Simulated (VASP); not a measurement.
# What goes wrong when InSb is relaxed with a bad input, part 2 of 2

Some relaxations of InSb get a fault in the input on purpose. Which of them show, and how? The starting structure is a measured crystal structure from the Crystallography Open Database.

VASP 6.6.1.

Results so far: reference 34.66 Å³ an atom; the cell held fixed (ISIF = 2) 33.98 Å³ an atom.

### Step 5. Relaxation with too few electronic steps (continued)

Level of this step: PBEsol; plane waves and PAW (Sb, In_d) (VASP).

Parts of OUTCAR (step 5):

```text
  Total        0.0154290      0.0154290      0.0154290     -0.0000000      0.0000000     -0.0000000
  in kB        0.3568004      0.3568004      0.3568004     -0.0000000      0.0000000     -0.0000000
  external PRESSURE =       0.3568004 kB  Pullay stress =       0.0000000 kB

 POSITION                                       TOTAL-FORCE (eV/Angst)
 -----------------------------------------------------------------------------------
      4.88978      4.88978      4.88978        -0.000000     -0.000000     -0.000000
      0.00000      0.00000      0.00000         0.000000      0.000000      0.000000
 -----------------------------------------------------------------------------------
    total drift:                                0.000000      0.000000      0.000000

  FREE ENERGIE OF THE ION-ELECTRON SYSTEM (eV)
  ---------------------------------------------------
  free  energy   TOTEN  =        -7.6998646623 eV

  energy  without entropy=       -7.7000294816  energy(sigma->0) =       -7.69991960

[... 2 parts as in an earlier step ...]

[... 2 further parts left out ...]
[key lines of the parts left out:]
E-fermi :   4.7873
```

Logs of long relaxations may skip ionic steps without a mark.

With too few electronic steps the cell ends at 34.641 Å³ an atom, -0.07 % from the reference.

### Step 6. Relaxation with a k mesh far too coarse

A slip made on purpose: a k mesh far too coarse. Against step 2 the input has a 2×2×2 mesh (also changed: NELM, NCORE and KPAR).

INCAR

```
SYSTEM = InSb
PREC = Accurate
ENCUT = 450
EDIFF = 1E-06
NELM = 60
ISMEAR = 1
SIGMA = 0.15
LREAL = .FALSE.
ALGO = Normal
GGA = PS
NBANDS = 15
LORBIT = 11
LWAVE = .FALSE.
LCHARG = .FALSE.
NCORE = 2
IBRION = 2
NSW = 50
ISIF = 3
EDIFFG = -0.01
```

POSCAR

```
InSb
1.0
    0.0000000000      3.2391000000      3.2391000000
    3.2391000000      0.0000000000      3.2391000000
    3.2391000000      3.2391000000      0.0000000000
Sb In
1 1
Direct
    0.7500000000      0.7500000000      0.7500000000
    0.0000000000      0.0000000000      0.0000000000
```

KPOINTS

```
Automatic mesh
0
Gamma
2 2 2
0 0 0
```

The projector-augmented-wave data sets are Sb and In_d (PBE family, release 64).

The run is started by

```bash
$ mpirun -np 2 vasp_std
```

The program printed:

```text
[banner, memory and clock lines left out]
running    2 mpi-ranks, on    1 nodes
[...]
[... a notice as in an earlier step ...]

 LDA part: xc-table for (Slater+PW92), standard interpolation
 POSCAR, INCAR and KPOINTS ok, starting setup
[...]
entering main loop
       N       E                     dE             d eps       ncg     rms          rms(c)
DAV:   1     0.109705741659E+03    0.10971E+03   -0.73723E+03    90   0.110E+03
DAV:   2     0.130371996781E+01   -0.10840E+03   -0.10370E+03   104   0.279E+02
DAV:   3    -0.573922574993E+01   -0.70429E+01   -0.70060E+01   104   0.765E+01
DAV:   4    -0.595880222165E+01   -0.21958E+00   -0.21881E+00   134   0.144E+01
[...]
DAV:  10    -0.570170446649E+01   -0.21031E-03   -0.14666E-04   126   0.772E-02    0.507E-02
DAV:  11    -0.570179455733E+01   -0.90091E-04   -0.11967E-04    97   0.910E-02    0.222E-02
DAV:  12    -0.570179443178E+01    0.12555E-06   -0.37176E-06   140   0.111E-02
   1 F= -.57017944E+01 E0= -.56974351E+01  d E =-.570179E+01
[... from here on, the cycles between the ionic steps are left out ...]
   2 F= -.59519157E+01 E0= -.59447265E+01  d E =-.250121E+00
   3 F= -.59671545E+01 E0= -.59630483E+01  d E =-.265360E+00
   4 F= -.59671846E+01 E0= -.59628487E+01  d E =-.265390E+00
[...]
reached required accuracy - stopping structural energy minimisation
```

Elapsed: 13 s, on 2 MPI ranks of AMD EPYC 7R43, shared host; peak memory 0.24 GiB.

Parts of OUTCAR (step 6):

```text
  Total       -0.0097302     -0.0097302     -0.0097302      0.0000000     -0.0000000      0.0000000
  in kB       -0.1915590     -0.1915590     -0.1915590      0.0000000     -0.0000000      0.0000000
  external PRESSURE =      -0.1915590 kB  Pullay stress =       0.0000000 kB

 POSITION                                       TOTAL-FORCE (eV/Angst)
 -----------------------------------------------------------------------------------
      5.15930      5.15930      5.15930        -0.000000     -0.000000     -0.000000
      3.43953      3.43953      0.00000         0.000000      0.000000      0.000000
 -----------------------------------------------------------------------------------
    total drift:                                0.000000      0.000000      0.000001

  FREE ENERGIE OF THE ION-ELECTRON SYSTEM (eV)
  ---------------------------------------------------
  free  energy   TOTEN  =        -5.9671846158 eV

  energy  without entropy=       -5.9541768766  energy(sigma->0) =       -5.96284870

[... 1 part as in an earlier step ...]

[... 3 further parts left out ...]
[key lines of the parts left out:]
E-fermi :   3.5274
```

With a k mesh far too coarse the cell ends at 40.691 Å³ an atom, +17.38 % from the reference.

### Step 7. All runs side by side

| run | ended | volume (Å³/atom) | change (%) | pressure left (GPa) | core minutes |
| --- | --- | --- | --- | --- | --- |
| reference | converged | 34.665 | - | -0.01 | 2.27 |
| a cutoff far too low | stopped by VASP | - | - | - | 0.36 |
| the cell held fixed (ISIF = 2) | converged | 33.984 | -1.96 | 0.89 | 1.87 |
| too few electronic steps | converged | 34.641 | -0.07 | 0.04 | 13.3 |
| a k mesh far too coarse | converged | 40.691 | 17.38 | -0.02 | 0.447 |

Core minutes are wall time times ranks, summed over the relaxations behind a row (those for a bulk modulus apart), on shared hosts.

### Step 8. Outcome

```
volume of the reference                                      : 34.66 Å³/atom
volume against the reference, the cell held fixed (ISIF = 2) : -1.96 %
volume against the reference, too few electronic steps       : -0.07 %
volume against the reference, a k mesh far too coarse        : +17.38 %
run with a cutoff far too low                                : stopped by VASP
```

**Reading.** VASP stopped by itself in the run with a cutoff far too low. Finished, but with signs in the output that stand out against the reference: the cell held fixed (ISIF = 2), with the volume kept at the input's, -2.0 % from the reference (signs: a stress of up to 0.9 GPa); too few electronic steps, with the volume changed by -0.1 % (signs: warnings that the electronic loop ran out of cycles, -7.2 GPa at the first ionic step (reference: 0.9 GPa) and an energy that rises by up to 0.4 eV an atom on the way); a k mesh far too coarse, with the volume changed by +17.4 % (signs: 7.8 GPa at the first ionic step (reference: 0.9 GPa) and a large entropy term in the energy). Further runs on this material are not shown.

[Lines on the potential files, build, host, timing and source positions are cut from VASP's logs without a mark.]

[Logs are printed without paths, hosts, clocks, repeated set-up lines and the standing remarks that a program may print on its own settings, such as how far it seeks lower states.]

[Hosts, paths, dates, database ids (printed as entryN), source tags and the programs' standing remarks are cut or masked in the printed files.]
